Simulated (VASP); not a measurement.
OSZICAR of a VASP run on Co$_{2}$YB$_{2}$ (space group I4/mmm):

**OSZICAR**
```
       N       E                     dE             d eps       ncg     rms          rms(c)
DAV:   1     0.212631633822E+03    0.21263E+03   -0.13816E+04  5292   0.154E+03
DAV:   2    -0.276560396050E+02   -0.24029E+03   -0.23384E+03  5305   0.382E+02
DAV:   3    -0.476845772641E+02   -0.20029E+02   -0.19501E+02  6732   0.114E+02
DAV:   4    -0.487837880753E+02   -0.10992E+01   -0.10862E+01  8571   0.244E+01
DAV:   5    -0.488206838241E+02   -0.36896E-01   -0.36866E-01  7206   0.366E+00    0.441E+01
DAV:   6    -0.561157050152E+02   -0.72950E+01   -0.16021E+02  7702   0.177E+02    0.334E+01
DAV:   7    -0.418435116541E+02    0.14272E+02   -0.85875E+01  7901   0.139E+02    0.237E+01
DAV:   8    -0.418334950316E+02    0.10017E-01   -0.65936E+00  7261   0.175E+01    0.166E+01
DAV:   9    -0.414965221092E+02    0.33697E+00   -0.28442E+00  8037   0.212E+01    0.384E+00
DAV:  10    -0.414877160240E+02    0.88061E-02   -0.24961E-01  8056   0.628E+00    0.195E+00
DAV:  11    -0.414858558807E+02    0.18601E-02   -0.56104E-02  7608   0.366E+00    0.104E+00
DAV:  12    -0.414836367575E+02    0.22191E-02   -0.50854E-03  8197   0.996E-01    0.405E-01
DAV:  13    -0.414833426571E+02    0.29410E-03   -0.15463E-03  8278   0.491E-01    0.569E-02
DAV:  14    -0.414833416475E+02    0.10096E-05   -0.87685E-05  6435   0.719E-02    0.150E-02
DAV:  15    -0.414833413877E+02    0.25975E-06   -0.51296E-06  6111   0.209E-02
   1 F= -.41483341E+02 E0= -.41454914E+02  d E =-.568547E-01
```

Question: Which electronic solver shows in the log?

Answer: It is blocked Davidson (ALGO = Normal, or the opening steps of other solvers). The INCAR had ALGO = Normal.

Question: How was spin treated?

Answer: Without spin polarisation: there is no mag entry.

Question: Can the final energy be trusted as converged?

Answer: Self-consistency was reached. It stopped with EDIFF = 1E-6, NELM = 100 (LDA (Ceperley-Alder, Perdew-Zunger), plane waves, VASP's LDA PAW potentials (set 64)).

The structure comes from a computed database's Co2YB2 entry; how it stands against other phases isn't given here. The cell was not relaxed at this level. The run is not spin-polarised, so no magnetic state was tried. The electron count is odd and the run is not spin-polarised, which forces a metal.
